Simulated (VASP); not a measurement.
Output of a VASP run:

File OSZICAR:
```
       N       E                     dE             d eps       ncg     rms          rms(c)
DAV:   1     0.496929951584E+02    0.49693E+02   -0.62449E+03  2820   0.874E+02
DAV:   2    -0.109400314602E+02   -0.60633E+02   -0.58502E+02  2850   0.251E+02
DAV:   3    -0.115625343375E+02   -0.62250E+00   -0.61993E+00  3066   0.250E+01
DAV:   4    -0.115637208152E+02   -0.11865E-02   -0.11864E-02  2862   0.126E+00
DAV:   5    -0.115637254159E+02   -0.46007E-05   -0.46017E-05  3077   0.749E-02    0.147E+01
DAV:   6    -0.110099272906E+02    0.55380E+00   -0.95818E-01  2838   0.118E+01    0.416E+00
DAV:   7    -0.109270922022E+02    0.82835E-01   -0.21071E-01  3051   0.518E+00    0.924E-01
DAV:   8    -0.109227302258E+02    0.43620E-02   -0.37145E-03  2775   0.815E-01    0.203E-01
DAV:   9    -0.109227958146E+02   -0.65589E-04   -0.74983E-05  3068   0.115E-01    0.823E-02
DAV:  10    -0.109228033483E+02   -0.75337E-05   -0.71306E-06  2867   0.332E-02    0.356E-03
DAV:  11    -0.109228039547E+02   -0.60639E-06   -0.11707E-07  1634   0.419E-03
   1 F= -.10922804E+02 E0= -.10922265E+02  d E =-.107785E-02
```

File OUTCAR:
```
------------------------ aborting loop because EDIFF is reached ----------------------------------------
  FORCE on cell =-STRESS in cart. coord.  units (eV):
  Direction    XX          YY          ZZ          XY          YZ          ZX
  --------------------------------------------------------------------------------------
  Total        0.6652274      0.6652274      0.6652274     -0.0000000     -0.0000000      0.0000000
  in kB       69.1203315     69.1203315     69.1203315     -0.0000000     -0.0000000      0.0000000
  external PRESSURE =      69.1203315 kB  Pullay stress =       0.0000000 kB
  volume of cell :       15.42
      direct lattice vectors                 reciprocal lattice vectors
    -1.567972000  1.567972000  1.567972000     0.000000000  0.318883245  0.318883245
     1.567972000 -1.567972000  1.567972000     0.318883245  0.000000000  0.318883245
     1.567972000  1.567972000 -1.567972000     0.318883245  0.318883245  0.000000000
 POSITION                                       TOTAL-FORCE (eV/Angst)
 -----------------------------------------------------------------------------------
      0.00000      0.00000      0.00000        -0.000000     -0.000000      0.000000
 -----------------------------------------------------------------------------------
    total drift:                                0.000000      0.000000     -0.000000
  FREE ENERGIE OF THE ION-ELECTRON SYSTEM (eV)
  ---------------------------------------------------
  free  energy   TOTEN  =       -10.9228039547 eV

  energy  without entropy=      -10.9217261023  energy(sigma->0) =      -10.92226503
```
(Selected blocks of OUTCAR.)

### POSCAR
```
Mo
1
   -1.5679720000     1.5679720000     1.5679720000
    1.5679720000    -1.5679720000     1.5679720000
    1.5679720000     1.5679720000    -1.5679720000
Mo
1
Direct
  0.0000000000   0.0000000000   0.0000000000
```

Question: Write an INCAR and KPOINTS that could have produced this output.

Answer: This is not unique; one that fits is the input of the run itself, PBE GGA, plane waves, VASP's PBE PAW potentials (set 64).

INCAR:
```
ALGO=Normal
EDIFF=1E-6
ENCUT=300
GGA=PE
ISIF=2
ISMEAR=0
LASPH=.TRUE.
LCHARG=.FALSE.
LMAXMIX=4
LREAL=.FALSE.
LWAVE=.FALSE.
NELM=100
PREC=Accurate
SIGMA=0.05
SYSTEM=Mo
```

**KPOINTS**
```
Automatic mesh
0
gamma
  15 15 15
```

POTCAR, in this order: Mo_sv (PBE.64 set). Program: vasp_std.

At this cut-off the stress carries a Pulay error, which pulls relaxed volumes low.

The structure comes from a computed database's Mo entry; how it stands against other phases isn't given here. The cell was not relaxed at this level.
